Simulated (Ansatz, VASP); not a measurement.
# Cross-check of SiC between VASP and Ansatz

Aim: how closely do two programs agree when they are given the same cell, functional and k mesh? The cell is taken from a series of runs on this material, whose earlier steps may have relaxed, scaled, displaced or heated it; both programs get it as it stands.

Main program and level: Ansatz 0.2.0; plane waves, with VASP 6.6.1 beside it; zone-centre phonons at LDA.

**1. The structure**

The structure is hexagonal, space group P6_3mc (No. 186). Conventional cell: a = 3.089 Å, b = 3.089 Å, c = 9.991 Å, α = 90.00°, β = 90.00°, γ = 120.00°. Nearest to C lie 4 Si at 1.89 Å. Nearest to C lie 4 Si at 1.88 to 1.89 Å. Si has 4 C at 1.89 Å nearest. Nearest to Si lie 4 C at 1.88 to 1.89 Å. Farther neighbours are not listed.

**2. Ansatz: zone-centre phonons, LDA**

Ansatz runs on its PAW soft_1 files.

Second derivatives magnify differences that forces hide, and they need a tight electronic threshold.

input.yaml reads:

```yaml
crystal:
  lattice:
    - [3.0890878129, 0.0, 0.0]
    - [-1.5445439064, 2.6752285205, 0.0]
    - [0.0, 0.0, 9.9913618852]
  atoms:
    - { symbol: C, position: [0.6666666667, 0.3333333333, 0.7494661611] }
    - { symbol: C, position: [0.3333333333, 0.6666666667, 0.2494661611] }
    - { symbol: C, position: [0.0, 0.0, 0.500162607] }
    - { symbol: C, position: [0.0, 0.0, 0.000162607] }
    - { symbol: Si, position: [0.6666666667, 0.3333333333, 0.9381410307] }
    - { symbol: Si, position: [0.3333333333, 0.6666666667, 0.4381410307] }
    - { symbol: Si, position: [0.0, 0.0, 0.6882292012] }
    - { symbol: Si, position: [0.0, 0.0, 0.1882292012] }
kpoints:
  mp_grid: { grid: [9, 9, 4] }
hamiltonian:
  xc: lda
  pseudopotentials: { kind: paw, azcp: { folder: soft_1 }, xc_functional: pbe }
scf:
  occupations: { method: fixed }
output:
  eigenvalues: true
phonons:
  method: dfpt
  dielectric: true
  rigid_motions: translations
```

Launch:

```bash
> ansatz run input.yaml --threads 8 --pin off --max-ram 16384MiB --backend cpu --events-out ev --progress --plain --runs-dir out
```

Numbers of over 12 decimals in the logs are rounded to 6 here.

Output:

```text
Engine: ansatz 0.2.0, aarch64-unknown-linux-gnu
Pseudopotentials: kind: paw
Pseudopotential: C, paw, valence charge 4, recommended cutoff 420 eV (normal), soft_1/C.paw.azcp
Pseudopotential: Si, paw, valence charge 4, recommended cutoff 420 eV (normal), soft_1/Si.paw.azcp
Functional definition: SPW92
  exchange = slater_x
  correlation = pw_c
Crystal: 8 atoms, lattice volume = 82.569 Å³
Basis set: ecut = 420 eV, 1593 PW (Γ), exchange–correlation on 48×48×144 points (8 copies of the dense FFT grid, shifted against one another)
Bands: 24, of which v1, the nominal top of the filled ones, is band 16 counted from 1 (15 counted from 0)
Symmetry: 12 space group operations
k-points: 95 of 324 (irreducible under 2 space group operations, time reversal used)
Non-local potential: C, projectors of the file, l = 0: 2, l = 1: 2, l = 2: 1
Non-local potential: Si, projectors of the file, l = 0: 2, l = 1: 2, l = 2: 1
PAW form: soft (Blöchl's): semilocal exchange-correlation on the pseudo side does not see the compensation charge
PAW frozen core: C, regenerated for the run's functional, and the local potential with it (the file was generated under x = pbe(κ = 0.804, μ = 0.219515), c = pbe(β = 0.066725))
PAW frozen core: Si, regenerated for the run's functional, and the local potential with it (the file was generated under x = pbe(κ = 0.804, μ = 0.219515), c = pbe(β = 0.066725))
PAW one-centre angular grid: C, 110 points (default); XC on 64 Gauss nodes
PAW one-centre angular grid: Si, 110 points (default); XC on 64 Gauss nodes
Initial density: superposition of atomic densities (chi_scale 0.1, normalization cell, long waves kept (reshape's long-wave potential 0.00 eV rms))
Initial wavefunctions: pseudopotential atomic-orbital guess
Functional: x = slater, c = lda
SCF iter   1: F=—  HF=-3414.981948 eV  |F-HF|=—  |Δ(HF+E_count)|=         —  Δρ=1.38e-1  dr2=1.91e1  ethr=3.10e-3  ⟨swp⟩=5.0  Hψ=10600  notcnv=0  defer=494
preconditioner: auto → none  [insulator: Δε(μ)=4.150 eV  Ē_g=12.757 eV  n_scr=6 (ndim 8)  ℏωp=23.1 eV  f_vac=0.000  ε∞_Penn≈4.3]
SCF iter   2: F=—  HF=-3409.236812 eV  |F-HF|=—  |Δ(HF+E_count)|=    5.75e0  Δρ=5.03e-2  dr2=1.38e0  ethr=3.10e-3  ⟨swp⟩=4.1  Hψ=6310  notcnv=0  defer=563
SCF iter   3: F=—  HF=-3408.832547 eV  |F-HF|=—  |Δ(HF+E_count)|=   4.04e-1  Δρ=1.87e-2  dr2=1.51e-1  ethr=3.10e-3  ⟨swp⟩=2.4  Hψ=4317  notcnv=0  defer=543
SCF iter   4: F=—  HF=-3408.799189 eV  |F-HF|=—  |Δ(HF+E_count)|=   3.34e-2  Δρ=1.42e-3  dr2=9.49e-4  ethr=4.70e-4  ⟨swp⟩=2.3  Hψ=2651  notcnv=0  defer=570
SCF iter   5: F=—  HF=-3408.799488 eV  |F-HF|=—  |Δ(HF+E_count)|=   2.98e-4  Δρ=3.11e-4  dr2=1.33e-4  ethr=2.97e-6  ⟨swp⟩=2.1  Hψ=3688  notcnv=0  defer=570
SCF iter   6: F=—  HF=-3408.799456 eV  |F-HF|=—  |Δ(HF+E_count)|=   3.12e-5  Δρ=1.24e-4  dr2=1.01e-5  ethr=4.15e-7  ⟨swp⟩=2.1  Hψ=3139  notcnv=0  defer=536
SCF iter   7: F=—  HF=-3408.799456 eV  |F-HF|=—  |Δ(HF+E_count)|=   9.32e-7  Δρ=2.23e-5  dr2=3.36e-7  ethr=3.17e-8  ⟨swp⟩=2.2  Hψ=3148  notcnv=0  defer=349
SCF iter   8: F=—  HF=-3408.799456 eV  |F-HF|=—  |Δ(HF+E_count)|=   1.02e-7  Δρ=4.24e-6  dr2=8.63e-9  ethr=1.05e-9  ⟨swp⟩=2.3  Hψ=3323  notcnv=0  defer=299
SCF iter   9: F=—  HF=-3408.799456 eV  |F-HF|=—  |Δ(HF+E_count)|=  2.25e-10  Δρ=1.04e-6  dr2=3.97e-10  ethr=2.70e-11  ⟨swp⟩=2.4  Hψ=3503  notcnv=0  defer=299
SCF iter  10: F=-3408.799456 eV  HF=-3408.799456 eV  |F-HF|=4.55e-12  |Δ(HF+E_count)|=  6.28e-11  Δρ=1.73e-7  dr2=1.14e-11  ethr=1.00e-12  ⟨swp⟩=16.1  Hψ=17840  notcnv=0
SCF 1 converged in 10 iterations: F = -3408.799456 eV  dr2 = 1.14e-11
  greatest PAW one-centre occupation: 0.640 electrons in one spin orbital (limit 2), on the C atom at site 1 (counted from 0), in its partial waves of l = 0
NSCF: frozen V_eff on 4 k-points
DFPT response loops at Γ: preconditioner auto → Resta (q_TF=auto, 2.330 Å⁻¹)  ε∞=5.1 (no band partly filled); β = 1.00, the filter's whole step (`scf.mixing.beta` (0.50) is not read by the response loops at its default; to damp them type it under 1.00, their step now; it binds the ground state too); Broyden in place of MSR1
── the response to a field inside a basis, on 10×10×4 k-points: an SCF that follows is theirs, and a resumed run solves both again ──
Bands: 17, of which v1, the nominal top of the filled ones, is band 16 counted from 1 (15 counted from 0)
k-points: 60 of 400 (irreducible under 4 space group operations, time reversal used)
Initial density: handed on by an earlier stage of this run
Initial wavefunctions: pseudopotential atomic-orbital guess (no wavefunctions were taken with the density)
Eigensolver: Dense (60 Hₖ)
SCF iter   1: F=—  HF=-3408.789579 eV  |F-HF|=—  |Δ(HF+E_count)|=         —  Δρ=1.29e-4  dr2=3.45e-6  ethr=1.00e-1
preconditioner: auto → none  [insulator: Δε(μ)=2.372 eV  Ē_g=9.703 eV  n_scr=6 (ndim 8)  ℏωp=23.1 eV  f_vac=0.000  ε∞_Penn≈6.7]
SCF iter   2: F=—  HF=-3408.789579 eV  |F-HF|=—  |Δ(HF+E_count)|=   5.73e-7  Δρ=6.26e-5  dr2=7.73e-7  ethr=1.08e-8
SCF iter   3: F=—  HF=-3408.789579 eV  |F-HF|=—  |Δ(HF+E_count)|=   2.87e-7  Δρ=7.42e-6  dr2=1.01e-7  ethr=2.42e-9
SCF iter   4: F=-3408.789579 eV  HF=-3408.789579 eV  |F-HF|=8.89e-10  |Δ(HF+E_count)|=   2.68e-8  Δρ=2.01e-6  dr2=2.16e-9  ethr=3.15e-10
SCF 1 converged in 4 iterations: F = -3408.789579 eV  dr2 = 2.16e-9
DFPT response loops at Γ: preconditioner auto → Resta (q_TF=auto, 2.330 Å⁻¹)  ε∞=5.0 (no band partly filled); β = 1.00, the filter's whole step (`scf.mixing.beta` (0.50) is not read by the response loops at its default; to damp them type it under 1.00, their step now; it binds the ground state too); Broyden in place of MSR1
SCF converged after 10 iterations
Free energy (F): -3408.799456 eV
Harris-Foulkes:  -3408.799456 eV  (|F-HF|=4.55e-12)
Internal energy: -3408.799456 eV  (E = F + TS)
E sigma→0 (E₀):  -3408.799456 eV
Fermi energy:    9.369608 eV
--- Per-component energies (eV) ---
  E_band       = 108.892417
  E_kinetic    = 533.561295
  E_local      = -389.592091  (includes V_loc(G=0)·N_el)
  E_nonlocal   = 188.715605
  E_hartree    = 126.944719
  E_xc         = -419.612279
  E_vxc        = -434.950825  (∫ρ·V_xc dr)
  E_paw        = -2310.251081  (= ΣΔE_a)
  E_vpaw       = -42.731161  (= ΣTr[D̂ρ^β])
  E_aug_tail   = 0.000189  (compensation charges beyond the density's cutoff)
  E_ewald      = -1139.154466
  E_core_change = 0.588653  (= ΣΔE_core)
  E_smearing   = -0.000000  (= −TS)
  E_closure    = 0.000000  (closes the sum)
  Σ components = -3408.799456   (vs F -3408.799456, Δ=0.00e0)
--- Band table (eV; the first three rows and the last of 95) ---
  k-point 0: bands = [... 12 lower, 8.6969, 9.3079, 9.3079, 9.3696, 14.2159, 14.8096, 15.4739, 15.7342, ... 4 higher]
  k-point 1: bands = [... 12 lower, 8.8742, 8.9569, 9.2493, 9.2493, 14.2705, 14.6560, 15.6664, 15.9102, ... 4 higher]
  k-point 2: bands = [... 12 lower, 9.0909, 9.0909, 9.0909, 9.0909, 14.4279, 14.4279, 15.9487, 15.9487, ... 4 higher]
  k-point 94: bands = [... 12 lower, 6.1342, 6.1342, 7.9908, 7.9908, 13.6048, 13.6048, 14.8768, 14.8768, ... 4 higher]
--- Phonons (Γ-DFPT): 8 representative perturbations + reference, on 95 of 324 k-points (Σ response iterations 26) ---
  k mesh reduced under 2 symmetry operations, with k and −k counted as one. Each operation leaves every solved perturbation unchanged. A smaller set is not considered because the run solves the response to a homogeneous field
  ASR residual: 2.376e-5 → 0.000e0 eV/Å²; symmetrization residual: 1.541e-6 eV/Å²
  ASR residual per site (eV/Å²): 1.41e-5 1.41e-5 2.38e-5 2.38e-5 7.23e-6 7.23e-6 1.35e-5 1.35e-5
  Γ frequencies (cm⁻¹): 0.00 0.00 0.00 191.65 191.65 199.85 199.85 259.00 259.00 396.71 405.31 601.43 751.30 751.30 759.35 759.35 768.07 768.07 776.72 778.98 778.98 831.62 904.41 913.80
  ε∞ (high-frequency dielectric tensor):
        7.025217     0.000000     0.000000
        0.000000     7.025217     0.000000
        0.000000     0.000000     7.238516
  ε⁰ (static dielectric tensor: ions relaxed, cell fixed):
       10.432721     0.000000    -0.000000
        0.000000    10.432721     0.000000
       -0.000000     0.000000    10.911878
  ε⁰ − ε∞ (ionic part):
        3.407504    -0.000000    -0.000000
       -0.000000     3.407504     0.000000
       -0.000000     0.000000     3.673361
  softest optical mode at Γ: 191.65 cm⁻¹; the repairs (sum rule, projections) moved no ω² at Γ by more than (1.17 cm⁻¹)²
  Born effective charges Z* (e; rows j = field, columns β = displacement):
    site 0:
        -2.72455   -0.00000   -0.00000
        -0.00000   -2.72455   -0.00000
        -0.00000   -0.00000   -2.75646
    site 1:
        -2.72455   -0.00000   -0.00000
        -0.00000   -2.72455   -0.00000
        -0.00000   -0.00000   -2.75646
    site 2:
        -2.67733   -0.00000   -0.00000
        -0.00000   -2.67733   -0.00000
        -0.00000   -0.00000   -2.83130
    site 3:
        -2.67733   -0.00000   -0.00000
        -0.00000   -2.67733   -0.00000
        -0.00000   -0.00000   -2.83130
    site 4:
         2.69669    0.00000    0.00000
         0.00000    2.69669    0.00000
         0.00000    0.00000    2.64238
    site 5:
[...]
site 6:
[...]
site 7:
[...]
Z* charge neutrality: 9.836e-3 e pre-enforcement
  solved inside a basis spanned on kpoints, on 10×10×4 k-points, its susceptibility summed on 14×14×4: ε∞ is read to err by 2.6e-2, Z* by 1.6e-2 e (field_mesh: kpoints solves on kpoints); Z* is corrected for what the basis lacks
  optical modes at Γ without the LO–TO term, one row a degenerate level:
      ω (cm⁻¹)  modes    IR ((D/Å)²/amu)
[...]
optical modes at Γ + LO–TO along q̂ = [1.0000, 0.0000, 0.0000]:
      ω (cm⁻¹)  modes    IR ((D/Å)²/amu)
[...]
optical modes at Γ + LO–TO along q̂ = [0.0000, 1.0000, 0.0000]:
      ω (cm⁻¹)  modes    IR ((D/Å)²/amu)
[...]
optical modes at Γ + LO–TO along q̂ = [0.0000, 0.0000, 1.0000]:
      ω (cm⁻¹)  modes    IR ((D/Å)²/amu)
[...]
751.30      2             0.1295
        759.35      2             0.0000
        768.07      2             0.0000
        778.98      2           159.9155
        831.30      1             0.0610
        904.41      1             0.0000
        913.80      1             0.0000
        953.62      1            85.6083
```

The column dr2 measures how far the density is from self-consistency, as an energy; F and HF (Harris–Foulkes) agree once it is small.

[end of part 1 of 3]

[Lines on the potential files, build, host, timing and source positions are cut from VASP's logs without a mark.]

[Logs are printed without paths, hosts, clocks, repeated set-up lines and the standing remarks that a program may print on its own settings, such as how far it seeks lower states.]

[Hosts, paths, dates, database ids (printed as entryN), source tags and the programs' standing remarks are cut or masked in the printed files.]
